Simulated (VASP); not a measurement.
Input:

```yaml
crystal:
  lattice:
    - [1.70872, -2.95959, 0.00000]
    - [1.70872, 2.95959, 0.00000]
    - [0.00000, 0.00000, 6.36601]
  atoms:
    - { symbol: Ti, position: [0.00000, 0.00000, 0.00000] }
    - { symbol: S, position: [0.33333, 0.66667, 0.22263] }
    - { symbol: S, position: [0.66667, 0.33333, 0.77737] }
```

Computed with PW91 GGA, VASP's PBE PAW potentials (set 64) (plane waves; VASP). Settings: 520 eV cut-off, Gaussian smearing of 0.050 eV, potentials Ti_sv S.

Without a dispersion term in the relaxation, distances and binding between the weakly bound layers, chains or molecules are unreliable, and so is what depends on them.

Q: Give the energies of bands 7 to 15 at the high-symmetry points, in eV from the Fermi level.

A: 
```tsv
band	Γ	M	K	A	L	H
7	-4.88	-5.16	-4.10	-4.23	-5.20	-4.19
8	-2.78	-3.90	-4.10	-2.77	-4.15	-4.19
9	-2.78	-2.85	-4.07	-2.77	-2.83	-3.94
10	-0.72	-2.71	-2.52	-1.97	-2.75	-2.73
11	0.02	-2.20	-2.49	-0.02	-1.64	-2.33
12	0.02	-1.44	-2.49	-0.02	-1.36	-2.33
13	0.42	0.13	1.08	0.41	-0.02	1.09
14	0.42	1.43	1.64	0.41	1.43	1.49
15	0.90	1.82	1.64	1.30	1.80	1.49
```

It has no gap at this level: it comes out as a metal or semimetal.

The compound is TiS2 in the 1T layered structure. It was relaxed first, which changed the volume by +12 %.
